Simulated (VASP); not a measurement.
Method: TPSS meta-GGA, VASP's PBE PAW potentials (set 64) (plane waves; VASP).

Input for VASP

### INCAR
```
LWAVE = .False.
LCHARG = .False.
EDIFF = 1E-7   # SCF stop (eV)
LREAL = .False.
LMAXMIX = 4   # l cut-off of mixed one-centre charges
PREC = Accurate
LASPH = .True.
SYSTEM = Ge
ALGO = Normal   # blocked Davidson
ISIF = 2
ISMEAR = 0
NELM = 100   # most electronic steps
LMIXTAU = .True.
METAGGA = TPSS
ENCUT = 520
SIGMA = 0.05   # width (eV)
```

**POSCAR**
```
Ge
1
    0.0000000000     2.8489848132     2.8489848132
    2.8489848132     0.0000000000     2.8489848132
    2.8489848132     2.8489848132     0.0000000000
Ge
2
Direct
  0.0000000000   0.0000000000   0.0000000000
  0.2500000000   0.2500000000   0.2500000000
```

**KPOINTS**
```
Automatic
0
Gamma
  8 8 8
```

POTCAR, in this order: Ge_d (PBE.64 set). Program: vasp_std.

The run wrote:

OUTCAR:
```
 ion  position               nearest neighbor table
   1  0.000  0.000  0.000-   2 2.47   2 2.47   2 2.47   2 2.47
   2  0.250  0.250  0.250-   1 2.47   1 2.47   1 2.47   1 2.47
  LATTYP: Found a face centered cubic cell.
 ALAT       =     5.6979696264
 Subroutine PRICEL returns:
 Original cell was already a primitive cell.
 Subroutine GETGRP returns: Found 48 space group operations
The static configuration has the point symmetry T_d .
 The point group associated with its full space group is O_h .
The dynamic configuration has the point symmetry T_d .
 Subroutine INISYM returns: Found 48 space group operations
 Subroutine IBZKPT returns following result:
 Found     29 irreducible k-points:

 Following reciprocal coordinates:
            Coordinates               Weight
  0.000000  0.000000  0.000000      1.000000
  0.125000  0.000000  0.000000      8.000000
  0.250000  0.000000  0.000000      8.000000
  0.375000  0.000000  0.000000      8.000000
  0.500000  0.000000  0.000000      4.000000
  0.125000  0.125000  0.000000      6.000000
  0.250000  0.125000  0.000000     24.000000
  0.375000  0.125000  0.000000     24.000000
  0.500000  0.125000  0.000000     24.000000
 -0.375000  0.125000  0.000000     24.000000
 -0.250000  0.125000  0.000000     24.000000
 -0.125000  0.125000  0.000000     12.000000
  0.250000  0.250000  0.000000      6.000000
  0.375000  0.250000  0.000000     24.000000
  0.500000  0.250000  0.000000     24.000000
 -0.375000  0.250000  0.000000     24.000000
 -0.250000  0.250000  0.000000     12.000000
  0.375000  0.375000  0.000000      6.000000
  0.500000  0.375000  0.000000     24.000000
 -0.375000  0.375000  0.000000     12.000000
  0.500000  0.500000  0.000000      3.000000
  0.375000  0.250000  0.125000     24.000000
  0.500000  0.250000  0.125000     48.000000
...
```

File OSZICAR:
```
       N       E                     dE             d eps       ncg     rms          rms(c)
DAV:   1     0.142871432762E+03    0.14287E+03   -0.16246E+04  1048   0.439E+03
DAV:   2    -0.898593381427E+01   -0.15186E+03   -0.14965E+03  1052   0.533E+02
DAV:   3    -0.299382205297E+02   -0.20952E+02   -0.20770E+02  1118   0.158E+02
DAV:   4    -0.306118349401E+02   -0.67361E+00   -0.67256E+00  1272   0.335E+01
DAV:   5    -0.306206608602E+02   -0.88259E-02   -0.88249E-02  1180   0.391E+00    0.458E+00
DAV:   6    -0.250761016705E+02    0.55446E+01   -0.96658E+00  1350   0.542E+01    0.211E+00
DAV:   7    -0.258497275064E+02   -0.77363E+00   -0.13619E+00  1096   0.178E+01    0.928E-01
DAV:   8    -0.248528643191E+02    0.99686E+00   -0.20471E+00  1048   0.205E+01    0.111E+00
DAV:   9    -0.254445710448E+02   -0.59171E+00   -0.41470E-01  1044   0.803E+00    0.533E-01
DAV:  10    -0.254953269962E+02   -0.50756E-01   -0.45723E-02  1190   0.253E+00    0.199E-01
DAV:  11    -0.254943472892E+02    0.97971E-03   -0.11931E-02  1124   0.116E+00    0.175E-01
DAV:  12    -0.254966738268E+02   -0.23265E-02   -0.15879E-02  1102   0.116E+00    0.155E-01
DAV:  13    -0.254986720369E+02   -0.19982E-02   -0.36660E-03  1050   0.550E-01    0.152E-02
DAV:  14    -0.254988151807E+02   -0.14314E-03   -0.27875E-04  1094   0.174E-01    0.786E-03
DAV:  15    -0.254988596676E+02   -0.44487E-04   -0.42979E-05  1084   0.580E-02    0.261E-03
DAV:  16    -0.254988542901E+02    0.53775E-05   -0.52494E-06  1144   0.320E-02    0.195E-03
DAV:  17    -0.254988596432E+02   -0.53531E-05   -0.49040E-06  1056   0.243E-02    0.765E-04
DAV:  18    -0.254988604522E+02   -0.80898E-06   -0.18279E-07   862   0.517E-03    0.440E-04
DAV:  19    -0.254988604578E+02   -0.55534E-08   -0.17861E-08   554   0.183E-03
   1 F= -.25498860E+02 E0= -.25498782E+02  d E =-.156162E-03
```

**OUTCAR**
```
------------------------ aborting loop because EDIFF is reached ----------------------------------------
  FORCE on cell =-STRESS in cart. coord.  units (eV):
  Direction    XX          YY          ZZ          XY          YZ          ZX
  --------------------------------------------------------------------------------------
  Total       -0.5825810     -0.5825810     -0.5825810     -0.0000000      0.0000000      0.0000000
  in kB      -20.1821064    -20.1821064    -20.1821064     -0.0000000      0.0000000      0.0000000
  external PRESSURE =     -20.1821064 kB  Pullay stress =       0.0000000 kB
  volume of cell :       46.25
      direct lattice vectors                 reciprocal lattice vectors
     0.000000000  2.848984813  2.848984813    -0.175501111  0.175501111  0.175501111
     2.848984813  0.000000000  2.848984813     0.175501111 -0.175501111  0.175501111
     2.848984813  2.848984813  0.000000000     0.175501111  0.175501111 -0.175501111
 POSITION                                       TOTAL-FORCE (eV/Angst)
 -----------------------------------------------------------------------------------
      0.00000      0.00000      0.00000        -0.000000     -0.000000      0.000000
      1.42449      1.42449      1.42449         0.000000      0.000000     -0.000000
 -----------------------------------------------------------------------------------
    total drift:                                0.000000     -0.000000      0.000000
  FREE ENERGIE OF THE ION-ELECTRON SYSTEM (eV)
  ---------------------------------------------------
  free  energy   TOTEN  =       -25.4988604578 eV

  energy  without entropy=      -25.4987042956  energy(sigma->0) =      -25.49878238
```
(Selected blocks of OUTCAR.)

The compound is Ge in the diamond structure. This cell is one point of a volume scan, at 1.03 of the reference volume.
